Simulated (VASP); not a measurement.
Output of a VASP run:

### OSZICAR
```
...
DAV:  26    -0.331967170215E+02    0.81169E-07   -0.64250E-08   317   0.351E-03
   1 F= -.33196717E+02 E0= -.33196669E+02  d E =-.331967E+02
       N       E                     dE             d eps       ncg     rms          rms(c)
DAV:   1    -0.332145600684E+02   -0.17843E-01   -0.83006E-01   624   0.525E+00    0.952E-01
DAV:   2    -0.332184818894E+02   -0.39218E-02   -0.37498E-02   709   0.125E+00    0.180E-01
DAV:   3    -0.332185797526E+02   -0.97863E-04   -0.72213E-04   715   0.224E-01    0.131E-01
DAV:   4    -0.332185188265E+02    0.60926E-04   -0.50903E-04   659   0.165E-01    0.356E-02
DAV:   5    -0.332185456506E+02   -0.26824E-04   -0.12725E-04   624   0.102E-01    0.249E-02
DAV:   6    -0.332185746801E+02   -0.29029E-04   -0.27590E-05   629   0.608E-02    0.162E-02
DAV:   7    -0.332185745270E+02    0.15310E-06   -0.11143E-05   634   0.381E-02    0.533E-03
DAV:   8    -0.332185822865E+02   -0.77595E-05   -0.43226E-06   624   0.233E-02    0.226E-03
DAV:   9    -0.332185834545E+02   -0.11680E-05   -0.56371E-07   644   0.790E-03    0.803E-04
DAV:  10    -0.332185833897E+02    0.64799E-07   -0.50221E-08   417   0.235E-03
   2 F= -.33218583E+02 E0= -.33218362E+02  d E =-.218664E-01
       N       E                     dE             d eps       ncg     rms          rms(c)
DAV:   1    -0.332088420779E+02    0.97414E-02   -0.39927E+00   624   0.115E+01    0.188E+00
DAV:   2    -0.332279035468E+02   -0.19061E-01   -0.18173E-01   694   0.274E+00    0.383E-01
DAV:   3    -0.332286677458E+02   -0.76420E-03   -0.34399E-03   718   0.489E-01    0.281E-01
DAV:   4    -0.332284642442E+02    0.20350E-03   -0.21185E-03   659   0.345E-01    0.680E-02
DAV:   5    -0.332286094039E+02   -0.14516E-03   -0.58578E-04   624   0.224E-01    0.535E-02
DAV:   6    -0.332287770271E+02   -0.16762E-03   -0.11423E-04   634   0.122E-01    0.278E-02
DAV:   7    -0.332287792146E+02   -0.21875E-05   -0.30230E-05   634   0.598E-02    0.111E-02
DAV:   8    -0.332287964487E+02   -0.17234E-04   -0.11872E-05   624   0.377E-02    0.338E-03
DAV:   9    -0.332288003331E+02   -0.38844E-05   -0.24221E-06   629   0.161E-02    0.177E-03
DAV:  10    -0.332288002208E+02    0.11230E-06   -0.21539E-07   481   0.465E-03    0.906E-04
DAV:  11    -0.332288004525E+02   -0.23175E-06   -0.73410E-08   387   0.288E-03    0.158E-04
DAV:  12    -0.332288004475E+02    0.50690E-08   -0.19794E-08   312   0.144E-03
   3 F= -.33228800E+02 E0= -.33228272E+02  d E =-.320834E-01
       N       E                     dE             d eps       ncg     rms          rms(c)
DAV:   1    -0.332291994724E+02   -0.39902E-03   -0.27118E-01   624   0.301E+00    0.500E-01
DAV:   2    -0.332305962700E+02   -0.13968E-02   -0.12019E-02   699   0.708E-01    0.101E-01
DAV:   3    -0.332306675766E+02   -0.71307E-04   -0.20644E-04   710   0.124E-01    0.724E-02
DAV:   4    -0.332306592192E+02    0.83575E-05   -0.14394E-04   674   0.901E-02    0.163E-02
DAV:   5    -0.332306704337E+02   -0.11215E-04   -0.35472E-05   629   0.556E-02    0.141E-02
DAV:   6    -0.332306782456E+02   -0.78119E-05   -0.81824E-06   634   0.326E-02    0.610E-03
DAV:   7    -0.332306797735E+02   -0.15279E-05   -0.28901E-06   634   0.190E-02    0.270E-03
DAV:   8    -0.332306810090E+02   -0.12355E-05   -0.99410E-07   624   0.109E-02    0.905E-04
DAV:   9    -0.332306814453E+02   -0.43628E-06   -0.15852E-07   432   0.430E-03    0.449E-04
DAV:  10    -0.332306814662E+02   -0.20858E-07   -0.14794E-08   312   0.136E-03
   4 F= -.33230681E+02 E0= -.33230154E+02  d E =-.339644E-01
```

### OUTCAR
```
------------------------ aborting loop because EDIFF is reached ----------------------------------------
  FORCE on cell =-STRESS in cart. coord.  units (eV):
  Direction    XX          YY          ZZ          XY          YZ          ZX
  --------------------------------------------------------------------------------------
  Total        0.9321433      0.9321431      0.9240368      0.0000000      0.0000000     -0.0000000
  in kB       15.2031736     15.2031709     15.0709576      0.0000000      0.0000000     -0.0000000
  external PRESSURE =      15.1591007 kB  Pullay stress =       0.0000000 kB
  volume of cell :       98.23
      direct lattice vectors                 reciprocal lattice vectors
     2.164466731 -3.748966013 -0.000000000     0.231003782 -0.133370107  0.000000000
     2.164466731  3.748966013  0.000000000     0.231003782  0.133370107 -0.000000000
     0.000000000  0.000000000  6.052942890    -0.000000000 -0.000000000  0.165208894
 POSITION                                       TOTAL-FORCE (eV/Angst)
 -----------------------------------------------------------------------------------
      2.76031     -2.71693      4.03530        -0.004047     -0.007010      0.000000
      3.13724      0.00000      6.05294         0.008095      0.000000      0.000000
      2.76031      2.71693      2.01765        -0.004047      0.007010     -0.000000
 -----------------------------------------------------------------------------------
    total drift:                               -0.000181     -0.000379      0.000015
  FREE ENERGIE OF THE ION-ELECTRON SYSTEM (eV)
  ---------------------------------------------------
  free  energy   TOTEN  =       -33.2306814662 eV

  energy  without entropy=      -33.2296257287  energy(sigma->0) =      -33.23015360

 reached required accuracy - stopping structural energy minimisation
```
(Selected blocks of OUTCAR.)

**POSCAR**
```
Te
1
    2.1914963384    -3.7957827055     0.0000000000
    2.1914963384     3.7957827055     0.0000000000
    0.0000000000     0.0000000000     5.9045513301
Te
3
Direct
  0.0000000000   0.2645197342   0.6666670000
  0.7354802658   0.7354802658   0.0000000000
  0.2645197342   0.0000000000   0.3333330000
```

Q: Reconstruct the remaining input files.

A: Several could match; the one computed here: the input of the run itself, TPSS meta-GGA, plane waves, VASP's PBE PAW potentials (set 64).

KPOINTS:
```
Automatic mesh
0
Gamma
6 6 4
0 0 0
```

INCAR:
```
LMIXTAU=.TRUE.
LREAL=.FALSE.
NELM=100   ! most electronic steps
ALGO=Normal
EDIFFG=-0.01   ! ionic stop
METAGGA=TPSS
NSW=30
LMAXMIX=4   ! l cut-off of mixed one-centre charges
ENCUT=520
SYSTEM=Te
PREC=Accurate
EDIFF=1E-7
SIGMA=0.05   ! width (eV)
LASPH=.TRUE.
LWAVE=.FALSE.
ISMEAR=0
LCHARG=.FALSE.
IBRION=2   ! conjugate gradients
ISIF=4   ! ions and shape, fixed volume
```

POTCAR, in this order: Te (PBE.64 set). Program: vasp_std.

The compound is Te in the trig structure. This cell is one point of a volume scan, at 0.94 of the reference volume. Symmetry was kept, so distortions that lower it aren't found.
